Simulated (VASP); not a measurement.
Level of theory: vdW-DF-cx, VASP's PBE PAW potentials (set 64) (plane waves; VASP).

Input for VASP

File KPOINTS:
```
Automatic mesh
0
Gamma
10 10 10
0 0 0
```

**POSCAR**
```
Bi
1
    4.0150658723    -2.2197641960    -0.0164826996
    4.0150658723     2.2197641960    -0.0164826996
    2.8028277686     0.0000000000     3.6321529753
Bi
2
Direct
  0.2368305522   0.2368305522   0.2368305522
  0.7631694478   0.7631694478   0.7631694478
```

**INCAR**
```
! general
SYSTEM   = Bi
PREC     = Accurate
ENCUT    = 520
LREAL    = .FALSE.
LASPH    = .TRUE.

! electronic loop
EDIFF    = 1E-7
NELM     = 100
ALGO     = Normal
LMAXMIX  = 4

! smearing
ISMEAR   = 1
SIGMA    = 0.1

! functional
GGA      = CX
LUSE_VDW = .TRUE.
AGGAC    = 0.0

! ions
IBRION   = 2
NSW      = 30
ISIF     = 4
EDIFFG   = -0.01

! output
LWAVE    = .FALSE.
LCHARG   = .FALSE.
```

POTCAR, in this order: Bi_d (PBE.64 set). Program: vasp_std.

Task: What will the output report for the number of irreducible k-points (NKPTS), largest plane-wave count, number of space-group operations, FFT grid (NGX, NGY, NGZ)?

Result: 
```yaml
number of irreducible k-points (NKPTS): 116
largest_plane_wave_count: 1770
number_of_space_group_operations: 12
FFT grid (NGX, NGY, NGZ): 36 × 36 × 36
```

The compound is Bi in the a7 structure. This cell is one point of a volume scan, at 0.94 of the reference volume. Symmetry was kept, so distortions that lower it aren't found.
